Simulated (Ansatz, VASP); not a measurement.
AlSn in VASP and in Ansatz

The input INCAR:

```
PREC = Accurate ; ENCUT = 600
EDIFF = 1E-6 ; ISMEAR = -1
SIGMA = 0.05 ; LREAL = False
LASPH = True ; NELM = 100
ALGO = Normal ; ISIF = 3
LWAVE = False ; LCHARG = False
GGA = RE ; IVDW = 12
IBRION = 2 ; NSW = 60
EDIFFG = -0.01
```

File KPOINTS:

```
Automatic mesh
0
Gamma
  7 7 8
```

File POSCAR:

```
AlSn
1.0
    4.1981056157      0.0000000000      0.0000000000
   -2.0990528078      3.6356661109      0.0000000000
    0.0000000000      0.0000000000      3.3068470000
Sn Al
1 1
Direct
    0.3333333333      0.6666666667      0.5000000000
    0.0000000000      0.0000000000      0.0000000000
```

File input.yaml:

```yaml
crystal:
  lattice:
    - [4.1981056157, 0.0, 0.0]
    - [-2.0990528078, 3.6356661109, 0.0]
    - [0.0, 0.0, 3.306847]
  atoms:
    - { symbol: Sn, position: [0.3333333333, 0.6666666667, 0.5] }
    - { symbol: Al, position: [0.0, 0.0, 0.0] }
hamiltonian:
  xc: revpbe
  pseudopotentials: { kind: paw }
  dispersion: d3bj
kpoints:
  mp_grid: { grid: [7, 7, 8] }
scf:
  occupations: { method: fermi_dirac, width: 0.05 }
output:
  forces: true
  stress: true
  eigenvalues: true
  write_density: true
  write_potential: true
  elf: true
  volumetric_format: npy
relax:
  f_tol: 0.01
  max_steps: 40
  cell: { stress_tol: 0.05 }
```

The cell comes from a database or a generator and needn't be the stable form of this composition.

Alike in both runs: task relaxation of cell and atoms; functional revPBE; dispersion D3(BJ); k mesh 7 × 7 × 8; occupations fermi-dirac, width 0.05 eV; no spin polarisation.

|  | VASP | Ansatz |
| --- | --- | --- |
| version | VASP 6.6.1 | Ansatz 0.2.0 |
| potentials or method | VASP PAW PBE potentials, release 64 (Sn_d, Al) | Ansatz PAW |
| plane-wave cutoff (eV) | 600 | 420 |
| valence electrons in the cell | 17 | 17 |

```tsv
	VASP	Ansatz	Ansatz less VASP
gap on the k mesh at the Fermi level, each at its own relaxed structure (eV)	none	none	-
relaxed volume (Å³/atom)	23.88	23.88	0.000
relaxed cell length with the largest relative difference (Å)	3.274	3.274	-0.0002
energy change over the relaxation (meV/atom)	-13	-13	+0.5
```

A gap of «none» marks a metal or a gap that the smearing closes.

Caveats: pairwise dispersion overbinds metals, which lowers pressure and volume; the PAW data sets were made with another functional, which shifts forces and pressure a little (VASP); the plane-wave basis is chosen anew once the cell has moved, so the energies of steps on either side of that aren't comparable (Ansatz); the PAW data sets come from PBE, with cores solved anew for the run's functional, which leaves a small shift of forces and pressure (Ansatz).
